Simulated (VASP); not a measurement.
Calculation: PBEsol GGA, VASP's PBE PAW potentials (set 64) (plane waves; VASP).

VASP ran on this input.

### POSCAR
```
GaN
1.0
  1.5912219442  -2.7560772157   0.0000000000
  1.5912219442   2.7560772157   0.0000000000
  0.0000000000   0.0000000000   5.1801024119
Ga N
2 2
Cart
  1.5912219442  -0.9186942426   2.5902242255
  1.5912219442   0.9186942426   0.0001730196
  1.5912219442  -0.9186942426   4.5427767957
  1.5912219442   0.9186942426   1.9527255897
```

### KPOINTS
```
K-points
0
G
8 8 4
0 0 0
```

INCAR:
```
# general
SYSTEM =GaN
PREC   =Accurate
ENCUT  =600
LREAL  =.FALSE.
LASPH  =.TRUE.

# electronic loop
EDIFF  =1E-7
NELM   =100
ALGO   =Normal
LMAXMIX=4

# smearing
ISMEAR =0
SIGMA  =0.05

# functional
GGA    =PS

# ions
IBRION =2
NSW    =40
ISIF   =3
EDIFFG =-0.01
PSTRESS=150

# output
LWAVE  =.FALSE.
LCHARG =.FALSE.
```

POTCAR, in this order: Ga_d N (PBE.64 set). Program: vasp_std.

Output

**OSZICAR**
```
       N       E                     dE             d eps       ncg     rms          rms(c)
DAV:   1     0.297661854434E+03    0.29766E+03   -0.20336E+04  1342   0.331E+03
DAV:   2     0.102402635566E+02   -0.28742E+03   -0.27798E+03  1442   0.571E+02
DAV:   3    -0.282065790426E+02   -0.38447E+02   -0.37895E+02  1502   0.165E+02
DAV:   4    -0.298937716366E+02   -0.16872E+01   -0.16809E+01  1890   0.367E+01
DAV:   5    -0.299203466518E+02   -0.26575E-01   -0.26560E-01  1496   0.408E+00    0.102E+01
DAV:   6    -0.262409444213E+02    0.36794E+01   -0.13374E+01  2408   0.581E+01    0.306E+00
DAV:   7    -0.263184056831E+02   -0.77461E-01   -0.15981E+00  1416   0.109E+01    0.261E+00
DAV:   8    -0.262975038255E+02    0.20902E-01   -0.31731E-01  2290   0.847E+00    0.982E-01
DAV:   9    -0.262707387705E+02    0.26765E-01   -0.12898E-01  2328   0.610E+00    0.292E-01
DAV:  10    -0.262716072782E+02   -0.86851E-03   -0.62733E-03  1582   0.871E-01    0.140E-01
DAV:  11    -0.262715449231E+02    0.62355E-04   -0.76684E-04  2068   0.535E-01    0.225E-02
DAV:  12    -0.262715455108E+02   -0.58771E-06   -0.15017E-04  1748   0.985E-02    0.975E-03
DAV:  13    -0.262715460879E+02   -0.57705E-06   -0.16548E-05  1678   0.865E-02    0.500E-03
DAV:  14    -0.262715461000E+02   -0.12167E-07   -0.17083E-06  1780   0.280E-02    0.490E-03
DAV:  15    -0.262715459046E+02    0.19540E-06   -0.65330E-07  1704   0.811E-03    0.336E-04
DAV:  16    -0.262715459070E+02   -0.23356E-08   -0.60318E-08   890   0.281E-03
   1 F= -.22017804E+02 E0= -.22017804E+02  d E =-.220178E+02
       N       E                     dE             d eps       ncg     rms          rms(c)
DAV:   1    -0.331262081141E+02   -0.68547E+01   -0.95764E+01  1618   0.215E+02    0.178E+01
DAV:   2    -0.269572127954E+02    0.61690E+01   -0.16898E+01  1722   0.151E+02    0.748E+00
DAV:   3    -0.256927873961E+02    0.12644E+01   -0.27861E+00  2038   0.248E+01    0.228E+00
DAV:   4    -0.255737299966E+02    0.11906E+00   -0.27593E-01  1790   0.625E+00    0.131E+00
DAV:   5    -0.255033675176E+02    0.70362E-01   -0.75310E-02  2402   0.510E+00    0.175E-01
DAV:   6    -0.255046485064E+02   -0.12810E-02   -0.26571E-02  1540   0.235E+00    0.148E-01
DAV:   7    -0.255047393108E+02   -0.90804E-04   -0.10187E-03  1608   0.340E-01    0.110E-01
DAV:   8    -0.255047406254E+02   -0.13147E-05   -0.86148E-05  1852   0.228E-01    0.452E-02
DAV:   9    -0.255047140804E+02    0.26545E-04   -0.14797E-04  2254   0.111E-01    0.183E-02
DAV:  10    -0.255047148210E+02   -0.74062E-06   -0.75573E-06  1392   0.263E-02    0.208E-02
DAV:  11    -0.255047148268E+02   -0.58126E-08   -0.51557E-08  1066   0.250E-03
   2 F= -.21879721E+02 E0= -.21879721E+02  d E =0.138082E+00
       N       E                     dE             d eps       ncg     rms          rms(c)
DAV:   1    -0.283886279851E+02   -0.28839E+01   -0.36541E+01  1638   0.162E+02    0.907E+00
DAV:   2    -0.267422279069E+02    0.16464E+01   -0.39187E+00  1902   0.493E+01    0.460E+00
DAV:   3    -0.261889896194E+02    0.55324E+00   -0.13550E+00  2020   0.297E+01    0.851E-01
DAV:   4    -0.261739257169E+02    0.15064E-01   -0.21490E-01  1326   0.458E+00    0.747E-01
DAV:   5    -0.261628083132E+02    0.11117E-01   -0.98109E-03  2024   0.945E-01    0.595E-01
DAV:   6    -0.261467490824E+02    0.16059E-01   -0.21492E-02  1680   0.284E+00    0.933E-02
DAV:   7    -0.261466692360E+02    0.79846E-04   -0.18067E-03  1908   0.665E-01    0.336E-02
DAV:   8    -0.261466590504E+02    0.10186E-04   -0.24426E-04  2362   0.195E-01    0.107E-02
DAV:   9    -0.261466565442E+02    0.25062E-05   -0.30744E-05  2364   0.157E-01    0.319E-03
DAV:  10    -0.261466580535E+02   -0.15093E-05   -0.18694E-05  1490   0.523E-02    0.627E-03
DAV:  11    -0.261466580613E+02   -0.77971E-08   -0.51726E-07  1654   0.797E-03
   3 F= -.22170676E+02 E0= -.22170676E+02  d E =-.152872E+00
       N       E                     dE             d eps       ncg     rms          rms(c)
DAV:   1    -0.261409507314E+02    0.57073E-02   -0.11165E-02  1644   0.258E+00    0.169E-01
DAV:   2    -0.261403851121E+02    0.56562E-03   -0.14466E-03  1908   0.104E+00    0.813E-02
DAV:   3    -0.261402156432E+02    0.16947E-03   -0.32935E-04  2100   0.435E-01    0.164E-02
DAV:   4    -0.261402094715E+02    0.61716E-05   -0.42505E-05  1328   0.652E-02    0.135E-02
DAV:   5    -0.261402040998E+02    0.53717E-05   -0.41000E-06  1916   0.176E-02    0.847E-03
DAV:   6    -0.261402003510E+02    0.37489E-05   -0.32732E-06  2062   0.227E-02    0.470E-04
DAV:   7    -0.261402003504E+02    0.58117E-09   -0.10889E-07   994   0.291E-03
   4 F= -.22170791E+02 E0= -.22170791E+02  d E =-.152987E+00
       N       E                     dE             d eps       ncg     rms          rms(c)
DAV:   1    -0.261351384433E+02    0.50619E-02   -0.79902E-03  1638   0.218E+00    0.143E-01
DAV:   2    -0.261347340102E+02    0.40443E-03   -0.10359E-03  1908   0.879E-01    0.687E-02
DAV:   3    -0.261346128624E+02    0.12115E-03   -0.23512E-04  2100   0.369E-01    0.138E-02
DAV:   4    -0.261346084545E+02    0.44079E-05   -0.30567E-05  1328   0.554E-02    0.115E-02
DAV:   5    -0.261346046764E+02    0.37781E-05   -0.28605E-06  1908   0.148E-02    0.730E-03
DAV:   6    -0.261346019839E+02    0.26924E-05   -0.23529E-06  2050   0.194E-02    0.422E-04
DAV:   7    -0.261346019825E+02    0.13970E-08   -0.77499E-08   858   0.247E-03
   5 F= -.22170746E+02 E0= -.22170746E+02  d E =-.152943E+00
       N       E                     dE             d eps       ncg     rms          rms(c)
DAV:   1    -0.261470872561E+02   -0.12485E-01   -0.45098E-02  1892   0.436E+00    0.280E-01
DAV:   2    -0.261457245104E+02    0.13627E-02   -0.58934E-03  1886   0.173E+00    0.129E-01
DAV:   3    -0.261453143287E+02    0.41018E-03   -0.95617E-04  2262   0.749E-01    0.264E-02
DAV:   4    -0.261452939944E+02    0.20334E-04   -0.28346E-04  1406   0.162E-01    0.179E-02
DAV:   5    -0.261452894928E+02    0.45015E-05   -0.89624E-06  2074   0.322E-02    0.117E-02
DAV:   6    -0.261452879021E+02    0.15907E-05   -0.25977E-06  1592   0.328E-02    0.248E-03
DAV:   7    -0.261452877901E+02    0.11195E-06   -0.23914E-07  1106   0.106E-02    0.223E-03
DAV:   8    -0.261452877685E+02    0.21642E-07   -0.33110E-07  1226   0.489E-03
   6 F= -.22170765E+02 E0= -.22170765E+02  d E =-.188856E-04
       N       E                     dE             d eps       ncg     rms          rms(c)
DAV:   1    -0.261407127354E+02    0.45751E-02   -0.10014E-02  1892   0.204E+00    0.132E-01
DAV:   2    -0.261404088337E+02    0.30390E-03   -0.13174E-03  1878   0.817E-01    0.610E-02
DAV:   3    -0.261403190304E+02    0.89803E-04   -0.21398E-04  2286   0.351E-01    0.125E-02
DAV:   4    -0.261403146658E+02    0.43646E-05   -0.60229E-05  1380   0.746E-02    0.816E-03
DAV:   5    -0.261403135484E+02    0.11174E-05   -0.19412E-06  2066   0.147E-02    0.516E-03
DAV:   6    -0.261403131987E+02    0.34968E-06   -0.52472E-07  1434   0.144E-02    0.884E-04
DAV:   7    -0.261403131618E+02    0.36944E-07   -0.30294E-08   716   0.420E-03
   7 F= -.22170830E+02 E0= -.22170830E+02  d E =-.838746E-04
```

### OUTCAR
```
------------------------ aborting loop because EDIFF is reached ----------------------------------------
  FORCE on cell =-STRESS in cart. coord.  units (eV):
  Direction    XX          YY          ZZ          XY          YZ          ZX
  --------------------------------------------------------------------------------------
  Total        3.9366072      3.9366071      3.9896025      0.0000000      0.0000000      0.0000000
  in kB      148.7576829    148.7576787    150.7602820      0.0000000      0.0000000      0.0000000
  external PRESSURE =      -0.5747855 kB  Pullay stress =     150.0000000 kB
  volume of cell :       42.40
      direct lattice vectors                 reciprocal lattice vectors
     1.554736147 -2.692881961  0.000000000     0.321597977 -0.185674681  0.000000000
     1.554736147  2.692881961  0.000000000     0.321597977  0.185674681 -0.000000000
     0.000000000  0.000000000  5.063481825     0.000000000  0.000000000  0.197492562
  FREE ENERGIE OF THE ION-ELECTRON SYSTEM (eV)
  ---------------------------------------------------
  free  energy   TOTEN  =       -26.1403131618 eV

  energy  without entropy=      -26.1403131618  energy(sigma->0) =      -26.14031316
  enthalpy is  TOTEN    =       -22.1708302119 eV   P V=        3.9694829499

 reached required accuracy - stopping structural energy minimisation
```
(Selected blocks of OUTCAR.)

File CONTCAR:
```
GaN
   1.00000000000000
     1.5547361473693111   -2.6928819610425063    0.0000000000000000
     1.5547361473693111    2.6928819610425063    0.0000000000000000
     0.0000000000000000    0.0000000000000000    5.0634818253764404
  Ga              N
     2     2
Direct
     0.6666669999999968    0.3333330000000032    0.5001790253644246
     0.3333330000000032    0.6666669999999968    0.0001790253644245
     0.6666669999999968    0.3333330000000032    0.8768209746355778
     0.3333330000000032    0.6666669999999968    0.3768209746355780
```

Energy and stress use the plane-wave basis of the starting cell.

The compound is GaN in the wurtzite structure. This run relaxes it under an external pressure of 15 GPa. Symmetry was kept, so distortions that lower it aren't found.
